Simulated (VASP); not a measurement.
An input for Ansatz (written as the equivalent of a VASP run, and not itself run):

Ansatz 0.2 input:
```yaml
crystal:
  lattice:
    - [0.0000000, 2.5636277, 2.5636277]
    - [2.5636277, 0.0000000, 2.5636277]
    - [2.5636277, 2.5636277, 0.0000000]
  atoms:
    - { symbol: Ba, position: [0.0000000, 0.0000000, 0.0000000] }
    - { symbol: O, position: [0.5000000, 0.5000000, 0.5000000] }
kpoints:
  mp_grid: { grid: [8, 8, 8] }
hamiltonian:
  xc: pbesol
  pseudopotentials: { kind: paw }
scf:
  occupations: { method: gaussian, width: 0.05 }
  max_iter: 100
relax:
  max_steps: 40
  f_tol: 0.01
  cell: { p_target: 30 }
output: { forces: true, stress: true, eigenvalues: true }
```

**Question.** Translate this input to VASP (INCAR, KPOINTS, POSCAR, choice of POTCAR).

**Answer.** One answer among several that fit: 
**INCAR**
```
SYSTEM = BaO
PREC = Accurate
ENCUT = 600
EDIFF = 1E-7
NELM = 100
ALGO = Normal
LREAL = .FALSE.
LASPH = .TRUE.
ISMEAR = 0
SIGMA = 0.05
GGA = PS
LMAXMIX = 4
LWAVE = .FALSE.
LCHARG = .FALSE.
ISIF = 3
IBRION = 2
NSW = 40
EDIFFG = -0.01
PSTRESS = 300
```

POSCAR:
```
BaO
1.0
  0.0000000000   2.5636276738   2.5636276738
  2.5636276738   0.0000000000   2.5636276738
  2.5636276738   2.5636276738   0.0000000000
Ba O
1 1
direct
  0.0000000000   0.0000000000   0.0000000000
  0.5000000000   0.5000000000   0.5000000000
```

File KPOINTS:
```
Automatic mesh
0
Gamma
8 8 8
0 0 0
```

POTCAR, in this order: Ba_sv O (PBE.64 set). Program: vasp_std.

What does not carry over: each code has its own PAW files, so the cut-off isn't converted (ENCUT is set for VASP's; basis.ecutwfc is left out, and Ansatz then takes the one that its files recommend); Ansatz stops its SCF on the density residual and VASP on the energy change (EDIFF).

The compound is BaO in the rock salt structure. It was relaxed first under an external pressure of 30 GPa.
